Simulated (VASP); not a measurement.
All values below come from PBE GGA with D3 dispersion (zero damping), VASP's PBE PAW potentials (set 64) (plane waves; VASP).

VASP input:

INCAR:
```
# general
SYSTEM  = TiB2
PREC    = Accurate
ENCUT   = 520
LREAL   = .FALSE.
LASPH   = .TRUE.

# electronic loop
EDIFF   = 1E-6
NELM    = 100
ALGO    = Normal
LMAXMIX = 4

# smearing
ISMEAR  = 1
SIGMA   = 0.1

# functional
GGA     = PE
IVDW    = 11

# ions
IBRION  = 2
NSW     = 60
ISIF    = 3
EDIFFG  = -0.02

# output
LWAVE   = .FALSE.
LCHARG  = .FALSE.
```

POSCAR:
```
TiB2
1
    1.5063333544    -2.6090459290     0.0000000000
    1.5063333544     2.6090459290     0.0000000000
    0.0000000000    -0.0000000000     3.1867737308
Ti B
1 2
Direct
  0.0000000000   0.0000000000   0.0000000000
  0.3333330000   0.6666670000   0.5000000000
  0.6666670000   0.3333330000   0.5000000000
```

**KPOINTS**
```
kpoints
0
Gamma
 11 11 9
```

POTCAR, in this order: Ti_sv B (PBE.64 set). Program: vasp_std.

The resulting files:

OUTCAR:
```
 ion  position               nearest neighbor table
   1  0.000  0.000  0.000-   2 2.36   3 2.36   2 2.36   3 2.36   3 2.36   3 2.36   2 2.36   2 2.36
                             3 2.36   3 2.36   2 2.36   2 2.36
   2  0.333  0.667  0.500-   3 1.74   3 1.74   3 1.74   1 2.36   1 2.36   1 2.36   1 2.36   1 2.36
                             1 2.36
   3  0.667  0.333  0.500-   2 1.74   2 1.74   2 1.74   1 2.36   1 2.36   1 2.36   1 2.36   1 2.36
                             1 2.36
  LATTYP: Found a hexagonal cell.
 ALAT       =     3.0126667314
 C/A-ratio  =     1.0577916560
 Subroutine PRICEL returns:
 Original cell was already a primitive cell.
 Subroutine GETGRP returns: Found 24 space group operations
The static configuration has the point symmetry D_6h.
The dynamic configuration has the point symmetry D_6h.
 Subroutine INISYM returns: Found 24 space group operations
 Subroutine IBZKPT returns following result:
 Found     80 irreducible k-points:

 Following reciprocal coordinates:
            Coordinates               Weight
  0.000000  0.000000  0.000000      1.000000
  0.090909 -0.000000  0.000000      6.000000
  0.181818  0.000000  0.000000      6.000000
  0.272727  0.000000  0.000000      6.000000
  0.363636 -0.000000  0.000000      6.000000
  0.454545 -0.000000  0.000000      6.000000
  0.090909  0.090909  0.000000      6.000000
  0.181818  0.090909  0.000000     12.000000
  0.272727  0.090909  0.000000     12.000000
  0.363636  0.090909  0.000000     12.000000
  0.454545  0.090909  0.000000      6.000000
  0.181818  0.181818  0.000000      6.000000
  0.272727  0.181818  0.000000     12.000000
  0.363636  0.181818  0.000000     12.000000
  0.272727  0.272727  0.000000      6.000000
  0.363636  0.272727  0.000000      6.000000
  0.000000  0.000000  0.111111      2.000000
  0.090909 -0.000000  0.111111     12.000000
  0.181818  0.000000  0.111111     12.000000
  0.272727  0.000000  0.111111     12.000000
  0.363636 -0.000000  0.111111     12.000000
  0.454545 -0.000000  0.111111     12.000000
  0.090909  0.090909  0.111111     12.000000
  0.181818  0.090909  0.111111     24.000000
  0.272727  0.090909  0.111111     24.000000
  0.363636  0.090909  0.111111     24.000000
  0.454545  0.090909  0.111111     12.000000
  0.181818  0.181818  0.111111     12.000000
  0.272727  0.181818  0.111111     24.000000
  0.363636  0.181818  0.111111     24.000000
  0.272727  0.272727  0.111111     12.000000
  0.363636  0.272727  0.111111     12.000000
  0.000000  0.000000  0.222222      2.000000
  0.090909 -0.000000  0.222222     12.000000
  0.181818  0.000000  0.222222     12.000000
  0.272727  0.000000  0.222222     12.000000
  0.363636 -0.000000  0.222222     12.000000
  0.454545 -0.000000  0.222222     12.000000
  0.090909  0.090909  0.222222     12.000000
  0.181818  0.090909  0.222222     24.000000
   k-points           NKPTS =     80   k-points in BZ     NKDIM =     80   number of bands    NBANDS=     13
   number of dos      NEDOS =    301   number of ions     NIONS =      3
   total plane-waves  NPLWV =  13824
   dimension x,y,z NGX =    24 NGY =   24 NGZ =   24
   dimension x,y,z NGXF=    48 NGYF=   48 NGZF=   48
   ions per type =               1   2
   PREC   = accura    normal or accurate (medium, high low for compatibility)
   ISTART =      0    job   : 0-new  1-cont  2-samecut
   ICHARG =      2    charge: 1-file 2-atom 10-const
   ISPIN  =      1    spin polarized calculation?
   LNONCOLLINEAR =      F non collinear calculations
   LSORBIT =      F    spin-orbit coupling
   INIWAV =      1    electr: 0-lowe 1-rand  2-diag
   ENCUT  =  520.0 eV  38.22 Ry    6.18 a.u.   5.60  5.60  5.93*2*pi/ulx,y,z
...
```

**OSZICAR**
```
       N       E                     dE             d eps       ncg     rms          rms(c)
DAV:   1     0.124994667100E+03    0.12499E+03   -0.94039E+03  2080   0.159E+03
DAV:   2    -0.202408080142E+02   -0.14524E+03   -0.14165E+03  2145   0.392E+02
DAV:   3    -0.292626524729E+02   -0.90218E+01   -0.88102E+01  3039   0.931E+01
DAV:   4    -0.295697308759E+02   -0.30708E+00   -0.30682E+00  2690   0.155E+01
DAV:   5    -0.295775728614E+02   -0.78420E-02   -0.78416E-02  3026   0.223E+00    0.173E+01
DAV:   6    -0.243717704317E+02    0.52058E+01   -0.25762E+01  2715   0.601E+01    0.395E+00
DAV:   7    -0.244118410952E+02   -0.40071E-01   -0.15959E+00  2316   0.150E+01    0.345E+00
DAV:   8    -0.244224355278E+02   -0.10594E-01   -0.15501E-01  3074   0.352E+00    0.709E-01
DAV:   9    -0.244168219908E+02    0.56135E-02   -0.61425E-02  2760   0.332E+00    0.283E-01
DAV:  10    -0.244161023166E+02    0.71967E-03   -0.50742E-03  2617   0.101E+00    0.711E-02
DAV:  11    -0.244160964588E+02    0.58579E-05   -0.25795E-04  2849   0.212E-01    0.535E-02
DAV:  12    -0.244160801007E+02    0.16358E-04   -0.10532E-04  2657   0.142E-01    0.988E-03
DAV:  13    -0.244160793864E+02    0.71429E-06   -0.90354E-06  2455   0.394E-02
   1 F= -.25310795E+02 E0= -.25310606E+02  d E =-.253108E+02
       N       E                     dE             d eps       ncg     rms          rms(c)
DAV:   1    -0.244174462257E+02   -0.13661E-02   -0.17165E-02  2255   0.213E+00    0.161E-01
DAV:   2    -0.244172207294E+02    0.22550E-03   -0.10934E-03  2105   0.419E-01    0.738E-02
DAV:   3    -0.244171271819E+02    0.93548E-04   -0.16112E-04  3349   0.123E-01    0.218E-02
DAV:   4    -0.244171224396E+02    0.47423E-05   -0.27324E-05  2950   0.564E-02    0.115E-02
DAV:   5    -0.244171225656E+02   -0.12602E-06   -0.80210E-06  2255   0.415E-02
   2 F= -.25310903E+02 E0= -.25310724E+02  d E =-.107808E-03
```

File OUTCAR:
```
------------------------ aborting loop because EDIFF is reached ----------------------------------------
 Edisp (eV)   -0.89378
  FORCE on cell =-STRESS in cart. coord.  units (eV):
  Direction    XX          YY          ZZ          XY          YZ          ZX
  --------------------------------------------------------------------------------------
  Total      -0.00349    -0.00349    -0.00328     0.00000     0.00000     0.00000
  in kB      -0.22306    -0.22306    -0.20978     0.00000     0.00000     0.00000
  external pressure =       -0.22 kB  Pullay stress =        0.00 kB
  volume of cell :       25.07
      direct lattice vectors                 reciprocal lattice vectors
     1.505641651 -2.607847864 -0.000000000     0.332084331 -0.191728976 -0.000000000
     1.505641651  2.607847864  0.000000000     0.332084331  0.191728976 -0.000000000
     0.000000000  0.000000000  3.192716036    -0.000000000 -0.000000000  0.313212947
 POSITION                                       TOTAL-FORCE (eV/Angst)
 -----------------------------------------------------------------------------------
      0.00000     -0.00000      0.00000         0.000000     -0.000000     -0.000000
      1.50564      0.86928      1.59636        -0.000000      0.000000     -0.000000
      1.50564     -0.86928      1.59636         0.000000     -0.000000      0.000000
 -----------------------------------------------------------------------------------
    total drift:                                0.000000      0.000000      0.000000
  FREE ENERGIE OF THE ION-ELECTRON SYSTEM (eV)
  ---------------------------------------------------
  free  energy   TOTEN  =       -25.3109026875 eV

  energy  without entropy=      -25.3103674955  energy(sigma->0) =      -25.31072429

 reached required accuracy - stopping structural energy minimisation
```
(Selected blocks of OUTCAR.)

### CONTCAR
```
TiB2
   1.00000000000000
     1.5056416512184652   -2.6078478639099472   -0.0000000000000000
     1.5056416512184652    2.6078478639099472    0.0000000000000000
     0.0000000000000000    0.0000000000000000    3.1927160362643017
  Ti              B
     1     2
Direct
     0.0000000000000000    0.0000000000000000    0.0000000000000000
     0.3333330000000032    0.6666669999999968    0.5000000000000000
     0.6666669999999968    0.3333330000000032    0.5000000000000000
```

The compound is TiB2 in the AlB2 type structure. This run relaxes it. Symmetry was kept, so distortions that lower it aren't found. The start is the result of an earlier pass.
